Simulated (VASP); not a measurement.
Output of a VASP run:

### OSZICAR
```
       N       E                     dE             d eps       ncg     rms          rms(c)
DAV:   1     0.309748821405E+02    0.30975E+02   -0.42171E+03  2088   0.909E+02
DAV:   2    -0.806740414751E+01   -0.39042E+02   -0.37833E+02  3189   0.121E+02
DAV:   3    -0.935087296024E+01   -0.12835E+01   -0.12806E+01  2522   0.269E+01
DAV:   4    -0.935806998370E+01   -0.71970E-02   -0.71934E-02  2556   0.203E+00
DAV:   5    -0.935809018143E+01   -0.20198E-04   -0.20198E-04  2382   0.102E-01    0.311E+00
DAV:   6    -0.935020231654E+01    0.78879E-02   -0.50484E-03  2343   0.576E-01    0.187E+00
DAV:   7    -0.934633349320E+01    0.38688E-02   -0.11134E-02  2200   0.883E-01    0.908E-02
DAV:   8    -0.934646282686E+01   -0.12933E-03   -0.43619E-04  2163   0.156E-01    0.341E-02
DAV:   9    -0.934651300150E+01   -0.50175E-04   -0.76692E-05  2359   0.699E-02    0.105E-02
DAV:  10    -0.934651258625E+01    0.41526E-06   -0.65159E-06  2421   0.171E-02
   1 F= -.93465126E+01 E0= -.93464305E+01  d E =-.934651E+01
       N       E                     dE             d eps       ncg     rms          rms(c)
DAV:   1    -0.934654846522E+01   -0.35464E-04   -0.89157E-04  2125   0.178E-01    0.152E-02
DAV:   2    -0.934654253959E+01    0.59256E-05   -0.29921E-05  2230   0.378E-02    0.797E-03
DAV:   3    -0.934654018895E+01    0.23506E-05   -0.10866E-05  2623   0.197E-02    0.203E-03
DAV:   4    -0.934654025041E+01   -0.61460E-07   -0.68512E-07  1095   0.654E-03
   2 F= -.93465403E+01 E0= -.93464571E+01  d E =-.276642E-04
```

OUTCAR:
```
------------------------ aborting loop because EDIFF is reached ----------------------------------------
  FORCE on cell =-STRESS in cart. coord.  units (eV):
  Direction    XX          YY          ZZ          XY          YZ          ZX
  --------------------------------------------------------------------------------------
  Total        0.0170789     -0.0099247     -0.0073522      0.0000000      0.0000000      0.0083346
  in kB        0.6074461     -0.3529919     -0.2614961      0.0000000      0.0000000      0.2964390
  external PRESSURE =      -0.0023473 kB  Pullay stress =       0.0000000 kB
  volume of cell :       45.05
      direct lattice vectors                 reciprocal lattice vectors
     3.731455445 -1.909933376 -0.002317144     0.133923415 -0.261789236 -0.116844244
     3.731455445  1.909933376 -0.002317144     0.133923415  0.261789236 -0.116844244
     2.755824900  0.000000000  3.158644942     0.000196489  0.000000000  0.316420025
 POSITION                                       TOTAL-FORCE (eV/Angst)
 -----------------------------------------------------------------------------------
      2.32030      0.00000      0.71616        -0.004054      0.000000     -0.001251
      7.89844      0.00000      2.43785         0.004054      0.000000      0.001251
 -----------------------------------------------------------------------------------
    total drift:                               -0.000000      0.000000     -0.000000
  FREE ENERGIE OF THE ION-ELECTRON SYSTEM (eV)
  ---------------------------------------------------
  free  energy   TOTEN  =        -9.3465402504 eV

  energy  without entropy=       -9.3462908227  energy(sigma->0) =       -9.34645711

 reached required accuracy - stopping structural energy minimisation
```
(Selected blocks of OUTCAR.)

### POSCAR
```
As
1
    3.7289490469    -1.9105697506    -0.0034752564
    3.7289490469     1.9105697506    -0.0034752564
    2.7529934303     0.0000000000     3.1585400365
As
2
Direct
  0.2270584094   0.2270584094   0.2270584094
  0.7729415906   0.7729415906   0.7729415906
```

Question: Reconstruct the remaining input files.

Answer: Several could match; the one computed here: the input of the run itself, PBE GGA, plane waves, VASP's PBE PAW potentials (set 64).

INCAR:
```
SYSTEM = As
PREC = Accurate
ENCUT = 520
EDIFF = 1E-6
NELM = 100
ALGO = Normal
LREAL = .FALSE.
LASPH = .TRUE.
ISMEAR = 1
SIGMA = 0.1
GGA = PE
LMAXMIX = 4
LWAVE = .FALSE.
LCHARG = .FALSE.
IBRION = 2
ISIF = 3
NSW = 60
EDIFFG = -0.01
```

File KPOINTS:
```
Automatic mesh
0
G
  10 10 10
```

POTCAR, in this order: As (PBE.64 set). Program: vasp_std.

The compound is As in the a7 structure. This run relaxes it. Symmetry was kept, so distortions that lower it aren't found. The start is the result of an earlier pass.
